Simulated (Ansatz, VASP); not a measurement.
## InH: VASP beside Ansatz

Wanted: the spread between two codes on one cell, functional and k mesh. The cell is generated by rule, not measured, and may not be a known phase. The cell is taken from a series of runs on this material, whose earlier steps may have relaxed, scaled, displaced or heated it; both programs get it as it stands.

Main program and level: Ansatz 0.2.0; plane waves, with VASP 6.6.1 beside it; single point at PBEsol.

The structure was built from a prototype and need not be the compound's stable phase.

## (1) Set-up

It takes space group P6_3/mcm (No. 193, hexagonal). Conventional cell: a = 5.761 Å, b = 5.761 Å, c = 6.241 Å, α = 90.00°, β = 90.00°, γ = 120.00°. In has 6 H at 2.76 Å nearest. Nearest to In lie 6 H at 2.04 Å. Nearest to H lie 2 In at 2.04 Å. Farther neighbours are not listed.

As a file:

```cif
data_structure
_symmetry_space_group_name_H-M 'P6_3/mcm'
_symmetry_Int_Tables_number 193
_cell_length_a 5.7606
_cell_length_b 5.7606
_cell_length_c 6.2414
_cell_angle_alpha 90.000
_cell_angle_beta 90.000
_cell_angle_gamma 120.000
_cell_volume 179.37
loop_
_atom_site_label
_atom_site_type_symbol
_atom_site_symmetry_multiplicity
_atom_site_Wyckoff_symbol
_atom_site_fract_x
_atom_site_fract_y
_atom_site_fract_z
_atom_site_occupancy
In1 In 4 d 0.33333 0.66667 0.00000 1
In2 In 2 b 0.00000 0.00000 0.00000 1
H1 H 6 g 0.00000 0.77082 0.25000 1
```

## (2) VASP: single point, PBEsol, pair 1

A single point gives forces, pressure and levels at one fixed geometry, so differences don't come from the geometry; what else differs is listed under the comparison.

Lines of VASP's logs that name or quote its potential files are left out, and so is its time.

INCAR reads:

```
SYSTEM = InH
PREC = Accurate
ENCUT = 500
EDIFF = 1E-06
NELM = 120
ISMEAR = 1
SIGMA = 0.15
LREAL = .FALSE.
ALGO = Normal
GGA = PS
NBANDS = 54
LORBIT = 11
LWAVE = .FALSE.
LCHARG = .FALSE.
ISIF = 2
LASPH = .TRUE.
GGA_COMPAT = .FALSE.
KPAR = 2
```

POSCAR reads:

```
InH
1.0
   -4.9888348238     -2.8802999441      0.0000000000
   -4.9888303340      2.8803077207      0.0000000000
    0.0000000000      0.0000000000     -6.2413504719
In H
6 6
Direct
    0.0000000001      0.0000000038      0.0000000000
    0.6666666667      0.6666666704      0.0000000000
    0.3333333334      0.3333333371      0.0000000000
    0.0000000001      0.0000000038      0.5000000000
    0.6666666667      0.6666666704      0.5000000000
    0.3333333334      0.3333333371      0.5000000000
    0.3333333334      0.1041554677      0.7500000000
    0.1041554640      0.5625112065      0.7500000000
    0.5625112028      0.3333333371      0.7500000000
    0.3333333334      0.5625112065      0.2500000000
    0.1041554640      0.3333333371      0.2500000000
    0.5625112028      0.1041554677      0.2500000000
```

KPOINTS reads:

```
Automatic mesh
0
Gamma
6 6 6
0 0 0
```

PAW data sets: In_d and H (PBE family, release 64).

The run is started by

```bash
$ mpirun -np 2 vasp_std
```

Numbers of over 12 decimals in the logs are rounded to 6 here.

The program printed:

```text
[banner, memory and clock lines left out]
running    2 mpi-ranks, on    1 nodes
 distrk:  each k-point on    1 cores,    2 groups
 distr:  one band on    1 cores,    1 groups

 POSCAR found type information on POSCAR InH
 POSCAR found :  2 types and      12 ions
|                                                                             |
|               ----> ADVICE to this user running VASP <----                  |
|                                                                             |
|     You enforced a specific xc type in the INCAR file but a different       |
|     [... a line on the potential file left out ...]
|     I HOPE YOU KNOW WHAT YOU ARE DOING!                                     |
|                                                                             |

 LDA part: xc-table for (Slater+PW92), standard interpolation
 POSCAR, INCAR and KPOINTS ok, starting setup
 FFT: planning ... GRIDC
 FFT: planning ... GRID_SOFT
 FFT: planning ... GRID
 WAVECAR not read
 entering main loop
       N       E                     dE             d eps       ncg     rms          rms(c)
DAV:   1     0.880987253186E+03    0.88099E+03   -0.37674E+04  3030   0.204E+03
DAV:   2     0.868251086301E+02   -0.79416E+03   -0.77597E+03  3024   0.526E+02
DAV:   3    -0.269177608186E+02   -0.11374E+03   -0.11099E+03  3286   0.213E+02
DAV:   4    -0.339107660158E+02   -0.69930E+01   -0.69408E+01  3570   0.562E+01
DAV:   5    -0.341852242769E+02   -0.27446E+00   -0.27440E+00  4668   0.946E+00    0.966E+00
DAV:   6    -0.324352335336E+02    0.17500E+01   -0.16422E+00  3942   0.143E+01    0.479E+00
DAV:   7    -0.322996086458E+02    0.13562E+00   -0.21059E+00  3912   0.849E+00    0.136E+00
DAV:   8    -0.322893592880E+02    0.10249E-01   -0.29620E-01  3742   0.519E+00    0.844E-01
DAV:   9    -0.322882496488E+02    0.11096E-02   -0.34716E-02  3614   0.343E+00    0.410E-01
DAV:  10    -0.322889805797E+02   -0.73093E-03   -0.63199E-03  4770   0.165E+00    0.398E-01
DAV:  11    -0.322888238576E+02    0.15672E-03   -0.23121E-03  4218   0.448E-01    0.151E-01
DAV:  12    -0.322887483669E+02    0.75491E-04   -0.98026E-04  3918   0.984E-01    0.536E-02
DAV:  13    -0.322887050585E+02    0.43308E-04   -0.40695E-04  3704   0.156E-01    0.258E-02
DAV:  14    -0.322887053144E+02   -0.25583E-06   -0.32940E-05  4490   0.131E-01    0.142E-02
DAV:  15    -0.322887038463E+02    0.14681E-05   -0.10437E-05  4152   0.256E-02    0.351E-03
DAV:  16    -0.322887041915E+02   -0.34521E-06   -0.13094E-06  1904   0.153E-02
   1 F= -.32288704E+02 E0= -.32285806E+02  d E =-.869567E-02
```

OUTCAR, selected parts (step 2):

```text
ion  position               nearest neighbor table
   1  0.000  0.000  0.000-   4 3.12   4 3.12   3 3.33   2 3.33   2 3.33   3 3.33   3 3.33   2 3.33

  LATTYP: Found a hexagonal cell.
 ALAT       =     5.7606076648
 C/A-ratio  =     1.0834534888

 Subroutine GETGRP returns: Found 24 space group operations
 (whereof  6 operations were pure point group operations)

The static configuration has the point symmetry D_3 .
 The point group associated with its full space group is D_6h.

 Found     28 irreducible k-points:

   k-points           NKPTS =     28   k-points in BZ     NKDIM =     28   number of bands    NBANDS=     54

   dimension x,y,z NGX =    42 NGY =   42 NGZ =   48
   dimension x,y,z NGXF=    84 NGYF=   84 NGZF=   96

   ENCUT  =  500.0 eV  36.75 Ry    6.06 a.u.  10.50 10.50 11.38*2*pi/ulx,y,z

   NELECT =      84.0000    total number of electrons

 k-points in reciprocal lattice and weights: Automatic mesh
   0.00000000  0.00000000  0.00000000       0.005
   0.16666667  0.00000000  0.00000000       0.028
   0.33333333  0.00000000  0.00000000       0.028
   0.50000000  0.00000000  0.00000000       0.014
   0.33333333  0.16666667  0.00000000       0.028
   0.50000000  0.16666667  0.00000000       0.056
  -0.33333333  0.33333333  0.00000000       0.009
   0.00000000  0.00000000  0.16666667       0.009
   0.16666667  0.00000000  0.16666667       0.056
[...]
0.50000000  0.16666667  0.50000000       0.056
  -0.33333333  0.33333333  0.50000000       0.009

 average (electrostatic) potential at core
       1 -94.5983       2 -94.5983       3 -94.4207       4 -94.5983       5 -94.5983
       6 -94.4207       7 -29.7039       8 -29.7039       9 -29.7039      10 -29.7039
      11 -29.7039      12 -29.7039

 E-fermi :   6.5200

 k-point     1 :       0.0000    0.0000    0.0000
  band No.  band energies     occupation
    ...
     38       3.6307      2.00000
     39       3.6307      2.00000
     40       5.5368      2.00000
     41       6.1131      2.00085
     42       6.3688      2.05192
     43       6.6608     -0.03511
     44       6.6608     -0.03511
     45       7.0129     -0.00003
     46       7.4251     -0.00000
     47       7.4251     -0.00000
    ...

 k-point     2 :       0.1667    0.0000    0.0000
  band No.  band energies     occupation
    ...
     39       4.5303      2.00000
     40       4.9699      2.00000
     41       5.4067      2.00000
     42       5.7667      2.00000
     43       6.5286      0.90320
     44       6.6012      0.21620
     45       7.0290     -0.00002
     46       7.3871     -0.00000
     47       7.9716     -0.00000
     48       8.9642     -0.00000
    ...

 k-point     3 :       0.3333    0.0000    0.0000
  band No.  band energies     occupation
    ...
     39       4.3378      2.00000
     40       5.1081      2.00000
     41       5.3363      2.00000
     42       5.6644      2.00000
     43       5.8880      2.00000
     44       6.6100      0.15985
     45       8.1482     -0.00000
     46       8.2645     -0.00000
     47       9.5161     -0.00000
     48       9.8128      0.00000
    ...

  Total        2.6881977      2.6881977      3.3468783     -0.0000000     -0.0000000     -0.0000000
  in kB       24.0118700     24.0118700     29.8954233     -0.0000000     -0.0000000     -0.0000000
  external PRESSURE =      25.9730544 kB  Pullay stress =       0.0000000 kB

  energy-cutoff  :      500.00
  volume of cell :      179.37
      direct lattice vectors                 reciprocal lattice vectors
    -4.988834824 -2.880299944  0.000000000    -0.100223984 -0.173592719  0.000000000
    -4.988830334  2.880307721  0.000000000    -0.100223713  0.173592876  0.000000000
     0.000000000  0.000000000 -6.241350472     0.000000000  0.000000000 -0.160221735

 POSITION                                       TOTAL-FORCE (eV/Angst)
 -----------------------------------------------------------------------------------
     -0.00000      0.00000      0.00000        -0.000000      0.000000     -0.000000
     -6.65178      0.00001      0.00000        -0.000000      0.000000      0.000000
     -3.32589      0.00000      0.00000        -0.000000      0.000000     -0.000000
     -0.00000      0.00000     -3.12068        -0.000000      0.000000     -0.000000
     -6.65178      0.00001     -3.12068        -0.000000      0.000000      0.000000
     -3.32589      0.00000     -3.12068        -0.000000      0.000000      0.000000
     -2.18256     -0.66010     -4.68101         0.430437     -0.248513     -0.000000
     -3.32589      1.32021     -4.68101         0.000000      0.497026     -0.000000
     -4.46922     -0.66010     -4.68101        -0.430437     -0.248513     -0.000000
     -4.46922      0.66011     -1.56034        -0.430437      0.248513     -0.000000
     -2.18256      0.66010     -1.56034         0.430437      0.248513     -0.000000
     -3.32589     -1.32020     -1.56034        -0.000000     -0.497026     -0.000000
 -----------------------------------------------------------------------------------
    total drift:                                0.000016     -0.000015      0.000000

  FREE ENERGIE OF THE ION-ELECTRON SYSTEM (eV)
  ---------------------------------------------------
  free  energy   TOTEN  =       -32.2887041915 eV

  energy  without entropy=      -32.2800085242  energy(sigma->0) =      -32.28580564

 total charge
# of ion       s       p       d       tot
------------------------------------------
    1        1.044   0.417   9.853  11.314
    2        1.044   0.417   9.853  11.314
    3        0.897   0.685   9.926  11.509
    4        1.044   0.417   9.853  11.314
    5        1.044   0.417   9.853  11.314
    6        0.897   0.685   9.926  11.509
    7        0.469   0.011   0.000   0.480
    8        0.469   0.011   0.000   0.480
    9        0.469   0.011   0.000   0.480
   10        0.469   0.011   0.000   0.480
   11        0.469   0.011   0.000   0.480
   12        0.469   0.011   0.000   0.480
--------------------------------------------------
tot          8.784   3.104  59.265  71.153

[... 3 further parts left out ...]
```

The run ends at a pressure of 2.60 GPa, with forces up to 0.50 eV/Å.

## (3) Ansatz: single point, PBEsol, pair 1

Ansatz runs on its default PAW (the set named soft_2) files.

The same cell, functional, mesh and smearing now go to Ansatz, which takes its cutoff from its data sets.

input.yaml reads:

```yaml
crystal:
  lattice:
    - [-4.9888348238, -2.8802999441, 0.0]
    - [-4.988830334, 2.8803077207, 0.0]
    - [0.0, 0.0, -6.2413504719]
  atoms:
    - { symbol: In, position: [-2.5e-09, 1.3e-09, 0.0] }
    - { symbol: In, position: [0.6666666692, 0.6666666654, 0.0] }
    - { symbol: In, position: [0.3333333333, 0.3333333333, 0.0] }
    - { symbol: In, position: [-2.5e-09, 1.3e-09, 0.5] }
    - { symbol: In, position: [0.6666666692, 0.6666666654, 0.5] }
    - { symbol: In, position: [0.3333333333, 0.3333333333, 0.5] }
    - { symbol: H, position: [0.3333333333, 1.1041556785, 0.75] }
    - { symbol: H, position: [0.1041565088, 0.5625124622, 0.75] }
    - { symbol: H, position: [0.5625101579, 0.3333356376, 0.75] }
    - { symbol: H, position: [0.3333333333, 0.5625109881, 0.25] }
    - { symbol: H, position: [0.1041565088, 0.333331029, 0.25] }
    - { symbol: H, position: [0.5625101579, 1.1041542045, 0.25] }
kpoints:
  mp_grid: { grid: [6, 6, 6] }
hamiltonian:
  xc: pbesol
scf:
  occupations: { method: methfessel_paxton, width: 0.15 }
output:
  forces: true
  stress: true
  eigenvalues: true
```

The run is started by

```bash
$ ansatz run input.yaml --threads 4 --pin off --max-ram 7168MiB --backend cpu --events-out ev --progress --plain --runs-dir out
```

The program printed:

```text
Warning: the atoms were moved onto the symmetric positions of the space group found under crystal.symmetry.tolerance 1.0e-5 (fractional; no operation is sought that the atoms, as they stand in a round, miss by more than twice it, and no atom is moved by as much as it), and the run uses the moved positions. Before a round's move an operation carried an atom to 2.30e-5 Å from where it should land, the largest such dist [...]
Engine: ansatz 0.2.0, aarch64-unknown-linux-gnu
Pseudopotentials: kind: paw
Pseudopotential: In, paw, valence charge 13, recommended cutoff 420 eV (normal), In.paw.azcp
Pseudopotential: H, paw, valence charge 1, recommended cutoff 420 eV (normal), H.paw.azcp
Functional definition: PBEsol
  exchange = pbesol_x
  correlation = pbesol_c
Crystal: 12 atoms, lattice volume = 179.368 Å³
Basis set: ecut = 420 eV, 3513 PW (Γ), exchange–correlation on 80×80×90 points (8 copies of the dense FFT grid, shifted against one another)
Bands: 54, of which v1, the nominal top of the filled ones, is band 42 counted from 1 (41 counted from 0)
Symmetry: 24 space group operations
Space group: P63/mcm (ITA 193), of the structure as read, at distance tolerance 5.6e-5 Å
k-points: 28 of 216
Non-local potential: In, projectors of the file, l = 0: 2, l = 1: 2, l = 2: 2, l = 3: 2
Non-local potential: H, projectors of the file, l = 0: 2, l = 1: 1
PAW form: soft (Blöchl's): semilocal exchange-correlation on the pseudo side does not see the compensation charge
PAW frozen core: In, regenerated for the run's functional, and the local potential with it (the file was generated under x = pbe(κ = 0.804, μ = 0.219515), c = pbe(β = 0.066725))
PAW one-centre angular grid: In, 590 points (default); XC on 64 Gauss nodes
PAW one-centre angular grid: H, 110 points (default); XC on 64 Gauss nodes
Initial density: superposition of atomic densities (neutral atoms: chi_scale 0, normalization atom), corrected by the library's trained network
Initial wavefunctions: pseudopotential atomic-orbital guess
Functional: x = pbesol(κ = 0.804, μ = 0.123457), c = pbesol(β = 0.046)
SCF iter   1: F=—  HF=-33240.980121 eV  |F-HF|=—  |Δ(HF+E_count)|=         —  Δρ=7.80e-3  dr2=1.01e-1  ethr=1.77e-3  ⟨swp⟩=7.1  Hψ=6146  notcnv=0  defer=2
preconditioner: auto → Kerker (q_TF=auto, 2.404 Å⁻¹)  [metal: Δε(μ)=0.026 eV  Ē_g=14.826 eV  σ=0.150 eV  W_gap=0.14  n_scr=52 (ndim 8)  ℏωp=25.4 eV  f_vac=0.000  D(μ)=5.21/eV (n_scr^D=28)]
SCF iter   2: F=—  HF=-33240.955677 eV  |F-HF|=—  |Δ(HF+E_count)|=   2.44e-2  S|Δr|=    0.00e0  Δρ=3.91e-3  dr2=3.30e-2  ethr=1.20e-4  ⟨swp⟩=1.0  Hψ=1764  notcnv=0  defer=2
SCF iter   3: F=—  HF=-33240.944796 eV  |F-HF|=—  |Δ(HF+E_count)|=   1.09e-2  S|Δr|=    0.00e0  Δρ=5.47e-4  dr2=1.77e-3  ethr=3.93e-5  ⟨swp⟩=2.0  Hψ=1739  notcnv=0  defer=2
SCF iter   4: F=—  HF=-33240.944440 eV  |F-HF|=—  |Δ(HF+E_count)|=   3.57e-4  S|Δr|=    0.00e0  Δρ=1.52e-4  dr2=4.93e-5  ethr=2.11e-6  ⟨swp⟩=2.0  Hψ=1728  notcnv=0  defer=2
SCF iter   5: F=—  HF=-33240.944457 eV  |F-HF|=—  |Δ(HF+E_count)|=   1.72e-5  S|Δr|=    0.00e0  Δρ=4.21e-5  dr2=4.42e-6  ethr=5.87e-8  ⟨swp⟩=3.0  Hψ=2720  notcnv=0  defer=2
SCF iter   6: F=—  HF=-33240.944457 eV  |F-HF|=—  |Δ(HF+E_count)|=   5.95e-7  S|Δr|=    0.00e0  Δρ=1.47e-5  dr2=5.27e-7  ethr=5.26e-9  ⟨swp⟩=2.3  Hψ=1854  notcnv=0  defer=2
SCF iter   7: F=-33240.944457 eV  HF=-33240.944457 eV  |F-HF|=1.45e-8  |Δ(HF+E_count)|=   2.06e-8  S|Δr|=    0.00e0  Δρ=5.20e-6  dr2=3.07e-8  ethr=1.19e-10  ⟨swp⟩=9.3  Hψ=6015  notcnv=0
SCF 1 converged in 7 iterations: F = -33240.944457 eV  dr2 = 3.07e-8
  greatest PAW one-centre occupation: 0.982 electrons in one spin orbital (limit 2), on the In atom at site 4 (counted from 0), in its partial waves of l = 2
SCF converged after 7 iterations
Stability not checked: this state was not tested for a lower state beside it, because cold or Methfessel-Paxton smearing, or corrected tetrahedra, fill the levels in a way that the test cannot read (fill_not_monotonic; see scf.lower_state_search)
Free energy (F): -33240.944457 eV
Harris-Foulkes:  -33240.944457 eV  (|F-HF|=1.45e-8)
Internal energy: -33240.935803 eV  (E = F + TS)
E sigma→0 (E₀):  -33240.942294 eV
Entropy (-TS):   -0.008655 eV (-0.721 meV/atom)
Fermi energy:    8.993039 eV
--- Per-component energies (eV) ---
  E_band       = -218.274274
  E_kinetic    = 1530.198528
  E_local      = -6845.981754  (includes V_loc(G=0)·N_el)
  E_nonlocal   = 2214.351514
  E_hartree    = 2675.359192
  E_xc         = -1337.275015
  E_vxc        = -671.632754  (∫ρ·V_xc dr)
  E_paw        = -24491.955666  (= ΣΔE_a)
  E_vpaw       = -1795.915066  (= ΣTr[D̂ρ^β])
  E_aug_tail   = -0.005917  (compensation charges beyond the density's cutoff)
  E_ewald      = -6987.042100
  E_core_change = 1.415415  (= ΣΔE_core)
  E_smearing   = -0.008655  (= −TS)
  E_closure    = -0.000000  (closes the sum)
  Σ components = -33240.944457   (vs F -33240.944457, Δ=0.00e0)
--- Forces (eV/Å), atoms counted from 1 ---
  atom   1  In     0.00000000    -0.00000000     0.00000000
  atom   2  In     0.00000000    -0.00000000    -0.00000000
  atom   3  In     0.00000000    -0.00000000     0.00000000
  atom   4  In     0.00000000    -0.00000000    -0.00000000
  atom   5  In    -0.00000000     0.00000000     0.00000000
  atom   6  In     0.00000000     0.00000000    -0.00000000
  atom   7  H      0.42922806    -0.24781538     0.00000000
  atom   8  H      0.00000039     0.49563010     0.00000000
  atom   9  H     -0.42922845    -0.24781472     0.00000000
  atom  10  H     -0.42922806     0.24781538     0.00000000
  atom  11  H      0.42922845     0.24781472     0.00000000
  atom  12  H     -0.00000039    -0.49563010     0.00000000
  max |Σ_I F_I| component: 3.33e-16 eV/Å
--- Stress (GPa, compression-positive) ---
        2.496865      -0.000000       0.000000
        0.000000       2.496865       0.000000
        0.000000       0.000000       3.065856
  P = ⅓ Tr σ = 2.6865 GPa (26.865 kbar)
--- Band table (eV; the first three rows and the last of 28) ---
  k-point 0: bands = [... 38 lower, 6.1025, 8.0088, 8.5875, 8.8433, 9.1325, 9.1325, 9.4857, 9.8997, ... 8 higher]
  k-point 1: bands = [... 38 lower, 6.0510, 7.1738, 7.8173, 8.5396, 8.5396, 9.7155, 9.7155, 9.8223, ... 8 higher]
  k-point 2: bands = [... 38 lower, 5.7954, 6.7949, 7.0368, 8.1813, 8.1813, 8.9671, 8.9671, 10.3395, ... 8 higher]
  k-point 27: bands = [... 38 lower, 7.4118, 7.4118, 8.5871, 8.5871, 10.2805, 10.2805, 10.8672, 10.8672, ... 8 higher]
```

The run ends at a pressure of 2.69 GPa, with forces up to 0.50 eV/Å.

## (4) Comparison

Known differences besides the potentials themselves: the cutoff is 420 eV in Ansatz and 500 eV in VASP; Ansatz makes its cores anew for this functional, VASP keeps those of its PBE data sets. Total energies have different zeros and are not compared.

The two programs side by side:

```csv
quantity,Ansatz,VASP,difference
pressure (GPa),2.69,2.60,+0.09
```

Forces on 7 of the 12 atoms, those with the largest forces and the largest differences (eV/Å; atoms numbered as in POSCAR):

```csv
atom,"Ansatz x, y, z","VASP x, y, z"
In1,"0.000, 0.000, 0.000","0.000, 0.000, 0.000"
H7,"0.429, -0.248, 0.000","0.430, -0.249, 0.000"
H8,"0.000, 0.496, 0.000","0.000, 0.497, 0.000"
H9,"-0.429, -0.248, 0.000","-0.430, -0.249, 0.000"
H10,"-0.429, 0.248, 0.000","-0.430, 0.249, 0.000"
H11,"0.429, 0.248, 0.000","0.430, 0.249, 0.000"
H12,"0.000, -0.496, 0.000","0.000, -0.497, 0.000"
```

The forces differ by 0.6 meV/Å r.m.s., which is 0.3 % of the r.m.s. force of 0.203 eV/Å (both taken over all components).

(Part 1 of 2 ends here.)

[Lines on the potential files, build, host, timing and source positions are cut from VASP's logs without a mark.]

[Logs are printed without paths, hosts, clocks, repeated set-up lines and the standing remarks that a program may print on its own settings, such as how far it seeks lower states.]

[Hosts, paths, dates, database ids (printed as entryN), source tags and the programs' standing remarks are cut or masked in the printed files.]
